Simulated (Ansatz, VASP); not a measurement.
# Cross-check of F (F2) between VASP and Ansatz, part 2 of 2

Aim: how closely do two programs agree when they are given the same cell, functional and k mesh?  The cell is taken from a series of runs on this material, whose earlier steps may have relaxed or scaled it; both programs get it as it stands.

VASP 6.6.1 and Ansatz 0.2.0.

So far. Step 3 (VASP: single point, r2SCAN with rVV10): The run ends at a pressure of -0.05 GPa, with forces up to 0.66 eV/Å.

## Step 6: VASP: single point, PBEsol

Level of this step: PBEsol; plane waves and PAW (F_GW) (VASP).

With cell and atoms fixed, the geometry can't cause a difference; cores, projectors, grids and the points listed under the comparison can.

INCAR reads:

```
SYSTEM = F
PREC = Accurate
ENCUT = 790
EDIFF = 1E-06
NELM = 100
ISMEAR = 0
SIGMA = 0.01
LREAL = .FALSE.
ALGO = Normal
GGA = PS
NBANDS = 13
LORBIT = 11
LWAVE = .FALSE.
LCHARG = .FALSE.
NCORE = 2
ISIF = 2
```

POSCAR reads:

```
F
1.0
   10.0000000000      0.0000000000      0.0000000000
    0.0000000000     10.5000000000      0.0000000000
    0.0000000000      0.0000000000     13.0000000000
F
2
Direct
    0.4999999995      0.5000000007      0.4452699472
    0.5000000005      0.4999999993      0.5547300528
```

KPOINTS reads:

```
Automatic mesh
0
Gamma
1 1 1
0 0 0
```

PAW data sets: F_GW (PBE family, release 64).

Command:

```bash
$ mpirun -np 2 vasp_gam
```

Numbers of over 12 decimals in the logs are rounded to 6 here.

The program printed:

```text
[banner, memory and clock lines left out]
running    2 mpi-ranks, on    1 nodes
[...]
[... a notice as in an earlier step ...]

 LDA part: xc-table for (Slater+PW92), standard interpolation
 POSCAR, INCAR and KPOINTS ok, starting setup
[...]
entering main loop
       N       E                     dE             d eps       ncg     rms          rms(c)
DAV:   1     0.194080740167E+03    0.19408E+03   -0.36804E+03    34   0.818E+02
DAV:   2     0.531786159582E+02   -0.14090E+03   -0.13880E+03    47   0.104E+02
DAV:   3    -0.229261552638E+01   -0.55471E+02   -0.55431E+02    44   0.121E+02
DAV:   4    -0.473815991846E+01   -0.24455E+01   -0.24454E+01    26   0.244E+01
[...]
DAV:  17    -0.384877024284E+01   -0.76347E-05   -0.16998E-07    34   0.201E-03    0.181E-04
DAV:  18    -0.384877374510E+01   -0.35023E-05   -0.42783E-08    23   0.113E-03    0.170E-04
DAV:  19    -0.384877463339E+01   -0.88829E-06   -0.14451E-08    23   0.763E-04
   1 F= -.38487746E+01 E0= -.38487746E+01  d E =-.823960E-23
```

From OUTCAR (step 6):

```text
  Total       -0.1064809     -0.1048996     -1.0382985      0.0000000      0.0000000      0.0000000
  in kB       -0.1249826     -0.1231265     -1.2187094      0.0000000      0.0000000      0.0000000
  external PRESSURE =      -0.4889395 kB  Pullay stress =       0.0000000 kB

 POSITION                                       TOTAL-FORCE (eV/Angst)
 -----------------------------------------------------------------------------------
      5.00000      5.25000      5.78851        -0.000000     -0.000000      0.665131
      5.00000      5.25000      7.21149         0.000000      0.000000     -0.665131
 -----------------------------------------------------------------------------------
    total drift:                                0.000000      0.000000      0.000000

  FREE ENERGIE OF THE ION-ELECTRON SYSTEM (eV)
  ---------------------------------------------------
  free  energy   TOTEN  =        -3.8487746334 eV

  energy  without entropy=       -3.8487746334  energy(sigma->0) =       -3.84877463

[... 2 parts as in an earlier step ...]

[... 1 further part left out ...]
[key lines of the parts left out:]
E-fermi :  -9.2407
```

The run ends at a pressure of -0.05 GPa, with forces up to 0.67 eV/Å.

## Step 7: Ansatz: single point, PBEsol

The same cell, functional, mesh and smearing now go to Ansatz, which takes its cutoff from its data sets.

The cell is taken from a series of runs on this material, whose earlier steps may have relaxed or scaled it; both programs get it as it stands.

input.yaml reads:

```yaml
crystal:
  lattice:
    - [10.0, 0.0, 0.0]
    - [0.0, 10.5, 0.0]
    - [0.0, 0.0, 13.0]
  atoms:
    - { symbol: F, position: [0.4999999995, 0.5000000007, 0.4452699472] }
    - { symbol: F, position: [0.5000000005, 0.4999999993, 0.5547300528] }
hamiltonian:
  xc: pbesol
  pseudopotentials: { kind: paw }
kpoints:
  mp_grid: { grid: [1, 1, 1] }
scf:
  occupations: { method: gaussian, width: 0.01 }
  n_extra_bands: 4
output:
  forces: true
  eigenvalues: true
```

Command:

```bash
$ ansatz run input.yaml --threads 2 --pin off --max-ram 4608MiB --backend cpu --events-out ev --progress --plain --runs-dir out
```

The program printed:

```text
[...]
Crystal: 2 atoms, lattice volume = 1365.000 Å³
Basis set: ecut = 420 eV, 26737 PW (Γ), exchange–correlation on 144×144×180 points (8 copies of the dense FFT grid, shifted against one another)
Bands: 11, of which v1, the nominal top of the filled ones, is band 7 counted from 1 (6 counted from 0)
Symmetry: 8 space group operations
[...]
k-points: 1
[...]
SCF converged after 6 iterations
Free energy (F): -1595.275623 eV
[...]
Internal energy: -1595.275623 eV  (E = F + TS)
E sigma→0 (E₀):  -1595.275623 eV
Fermi energy:    -7.588393 eV
[...]
--- Forces (eV/Å), atoms counted from 1 ---
  atom   1  F      0.00000000     0.00000000     0.87034064
  atom   2  F      0.00000000     0.00000000    -0.87034064
  max |Σ_I F_I| component: 1.11e-16 eV/Å
--- Band table (eV) ---
  k-point 0: bands = [... 3 lower, -12.6230, -12.6230, -9.2956, -9.2956, -5.8812, -0.1962, 0.7432, 0.7494]
```

## Step 8: Differences

What differs besides the data sets and the points named for the pairs above, as far as they apply: the cutoff is 420 eV in Ansatz and 790 eV in VASP; Ansatz makes its cores anew for this functional, VASP keeps those of its PBE data sets; VASP leaves aspherical gradient terms in its spheres out (LASPH is not set), Ansatz keeps them. Total energies have different zeros and are not compared.

Compared:

```csv
quantity,Ansatz,VASP,difference
gap on the k mesh (eV),3.414,3.292,+0.122
```

Forces (eV/Å; atoms numbered as in POSCAR):

```csv
atom,"Ansatz x, y, z","VASP x, y, z"
F1,"0.000, 0.000, 0.870","0.000, 0.000, 0.665"
F2,"0.000, 0.000, -0.870","0.000, 0.000, -0.665"
```

The forces differ by 118 meV/Å r.m.s., which is 30.9 % of the r.m.s. force of 0.38 eV/Å (both taken over all components).

## Step 9: Looking for the cause

The difference is large enough to ask for its cause, so further runs change the set-up of one program at a time, as the table lists.

```csv
run,r.m.s. force difference (% of the r.m.s. force)
as above,31
VASP with the data sets F_h and a cutoff of 1240 eV,2.6
```

## Step 10: What came out

| Item | Value |
| --- | --- |
| r.m.s. force difference (single point, r2SCAN with rVV10) | 47 % of the r.m.s. force |
| difference in gap on the k mesh (single point, r2SCAN with rVV10) | 0.059 eV |
| r.m.s. force difference (single point, PBEsol) | 31 % of the r.m.s. force |
| difference in gap on the k mesh (single point, PBEsol) | 0.12 eV |

**Reading.** The r.m.s. force difference is 47 % of the r.m.s. force (single point, r2SCAN with rVV10), beyond the 3 % picked in this series as the mark of a large difference. For single point, r2SCAN with rVV10: with VASP with the data sets F_h and a cutoff of 1240 eV the r.m.s. force difference shrinks in size, from 47 to 11 % of the r.m.s. force. Also far apart in the single point, PBEsol pair: the difference in gap on the k mesh, 0.12 eV. For single point, PBEsol: with VASP with the data sets F_h and a cutoff of 1240 eV the r.m.s. force difference shrinks in size, from 31 to 2.6 % of the r.m.s. force. Differences of this kind measure data sets and numerical settings, not the functional's error against experiment.

[Lines on the potential files, build, host, timing and source positions are cut from VASP's logs without a mark.]

[Logs are printed without paths, hosts, clocks, repeated set-up lines and the standing remarks that a program may print on its own settings, such as how far it seeks lower states.]

[Hosts, paths, dates, database ids (printed as entryN), source tags and the programs' standing remarks are cut or masked in the printed files.]
